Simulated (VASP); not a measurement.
Calculation: PBE GGA with D3 dispersion (Becke-Johnson damping), VASP's PBE PAW potentials (set 64) (plane waves; VASP).

VASP ran on this input.

### KPOINTS
```
Automatic mesh
0
Gamma
12 12 1
0 0 0
```

INCAR:
```
! general
SYSTEM =PtS2 monolayer
PREC   =Accurate
ENCUT  =400
LREAL  =F
LASPH  =T
ISYM   =0

! electronic loop
EDIFF  =1E-6
NELM   =100
ALGO   =Normal
LMAXMIX=6

! smearing
ISMEAR =0
SIGMA  =0.05

! functional
GGA    =PE
IVDW   =12

! ions
ISIF   =2

! output
LWAVE  =F
LCHARG =F
LORBIT =11
LVHAR  =T

! other
LDIPOL =T
IDIPOL =3
DIPOL  =0.5 0.5 0.5
```

KPOINTS_OPT:
```
k-points along high-symmetry lines
15
Line-mode
Reciprocal
  0.000000   0.000000   0.000000 ! GAMMA
  0.500000   0.000000   0.000000 ! M

  0.500000   0.000000   0.000000 ! M
  0.333333   0.333333   0.000000 ! K

  0.333333   0.333333   0.000000 ! K
  0.000000   0.000000   0.000000 ! GAMMA
```

### POSCAR
```
PtS2 monolayer
1
    3.5354541271     0.0000000000     0.0000000000
   -1.7677270636     3.0617931665     0.0000000000
    0.0000000000     0.0000000000    18.3655376891
S Pt
2 1
Direct
  0.6666670000   0.3333330000   0.4324313536
  0.3333330000   0.6666670000   0.5675686464
  0.0000000000   0.0000000000   0.5000000000
```

POTCAR, in this order: S Pt (PBE.64 set). Program: vasp_std.

The run wrote:

OSZICAR:
```
       N       E                     dE             d eps       ncg     rms          rms(c)
DAV:   1     0.156529152534E+03    0.15653E+03   -0.71524E+03  2220   0.908E+02
DAV:   2    -0.170246192100E+01   -0.15823E+03   -0.15280E+03  3382   0.191E+02
DAV:   3    -0.165359153943E+02   -0.14833E+02   -0.14746E+02  2878   0.725E+01
DAV:   4    -0.168182188577E+02   -0.28230E+00   -0.28185E+00  3004   0.114E+01
DAV:   5    -0.168243227551E+02   -0.61039E-02   -0.61030E-02  3075   0.162E+00    0.181E+01
DAV:   6    -0.156814664836E+02    0.11429E+01   -0.79923E+00  2668   0.287E+01    0.118E+01
DAV:   7    -0.154909509861E+02    0.19052E+00   -0.17889E+00  2591   0.146E+01    0.489E+00
DAV:   8    -0.154543274880E+02    0.36623E-01   -0.11007E-01  2948   0.321E+00    0.108E+00
DAV:   9    -0.154491067077E+02    0.52208E-02   -0.25100E-02  2857   0.166E+00    0.248E-01
DAV:  10    -0.154494385027E+02   -0.33179E-03   -0.25420E-03  2969   0.425E-01    0.151E-01
DAV:  11    -0.154494972605E+02   -0.58758E-04   -0.15186E-04  2801   0.133E-01    0.624E-02
DAV:  12    -0.154494986126E+02   -0.13520E-05   -0.39738E-05  2878   0.652E-02    0.180E-02
DAV:  13    -0.154495008243E+02   -0.22118E-05   -0.98650E-06  3172   0.278E-02    0.603E-03
DAV:  14    -0.154495020376E+02   -0.12133E-05   -0.39225E-07  2118   0.488E-03    0.321E-03
DAV:  15    -0.154495035126E+02   -0.14750E-05   -0.33451E-07  2006   0.360E-03    0.135E-03
DAV:  16    -0.154495039810E+02   -0.46835E-06   -0.52965E-08  1950   0.189E-03
   1 F= -.16281468E+02 E0= -.16281468E+02  d E =-.137703E-15
       N       E                     dE             ncg
```

File OUTCAR:
```
------------------------ aborting loop because EDIFF is reached ----------------------------------------
 Edisp (eV)   -0.83196
  FORCE on cell =-STRESS in cart. coord.  units (eV):
  Direction    XX          YY          ZZ          XY          YZ          ZX
  --------------------------------------------------------------------------------------
  Total       0.05681     0.05678     0.00827    -0.00002    -0.00003     0.00004
  in kB       0.45781     0.45758     0.06664    -0.00019    -0.00021     0.00036
  external pressure =        0.33 kB  Pullay stress =        0.00 kB
  volume of cell :      198.80
      direct lattice vectors                 reciprocal lattice vectors
     3.535454127  0.000000000  0.000000000     0.282849095  0.163302997  0.000000000
    -1.767727064  3.061793167  0.000000000     0.000000000  0.326605994  0.000000000
     0.000000000  0.000000000 18.365537689     0.000000000  0.000000000  0.054449808
 POSITION                                       TOTAL-FORCE (eV/Angst)
 -----------------------------------------------------------------------------------
      1.76773      1.02060      7.94183        -0.000018      0.000011     -0.015683
     -0.00000      2.04120     10.42370         0.000018     -0.000010      0.015712
      0.00000      0.00000      9.18277         0.000000     -0.000000     -0.000029
 -----------------------------------------------------------------------------------
    total drift:                               -0.000000      0.000000     -0.000021
  FREE ENERGIE OF THE ION-ELECTRON SYSTEM (eV)
  ---------------------------------------------------
  free  energy   TOTEN  =       -16.2814677424 eV

  energy  without entropy=      -16.2814677424  energy(sigma->0) =      -16.28146774

 total charge

# of ion       s       p       d       tot
------------------------------------------
    1        1.359   2.281   0.000   3.640
    2        1.359   2.281   0.000   3.640
    3        0.696   0.787   7.971   9.453
--------------------------------------------------
tot          3.413   5.350   7.971  16.734
```
(Selected blocks of OUTCAR.)

The cell holds a wide vacuum, so values per volume refer to the whole cell.

The cell is a sheet with vacuum, built from a generated structure.
